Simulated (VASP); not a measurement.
A run of VASP 6.6.1:

INCAR

```
PREC = Accurate
ENCUT = 520
EDIFF = 1E-6
ISMEAR = 0
SIGMA = 0.1
LREAL = False
LASPH = True
NELM = 80
ALGO = Normal
ISIF = 2
LWAVE = False
LCHARG = True
GGA = PS
LELF = True
LVHAR = True
```

Contents of KPOINTS:

```
Automatic mesh
0
Gamma
  20 20 20
```

POSCAR

```
Sb
1.0
    3.0633500000      0.0000000000      0.0000000000
    0.0000000000      3.0633500000      0.0000000000
    0.0000000000      0.0000000000      3.0633500000
Sb
1
Direct
    0.0000000000      0.0000000000      0.0000000000
```

Potentials or basis: VASP PAW PBE potentials, release 64 (Sb).

Command:

```bash
$ cat potpaw_PBE.64/Sb/POTCAR > POTCAR
$ mpirun -np 1 vasp_std > vasp.out
```

Hardware: 1 thread of Intel(R) Xeon(R) 6975P-C (Granite Rapids) (shared host).

Q: How long does it take, and how much memory?

A: Wall time 7.8 s on 1 thread of Intel(R) Xeon(R) 6975P-C (Granite Rapids), with other jobs on the host, peak memory 0.17 GiB. Counts: scf iterations 9, k points 286.
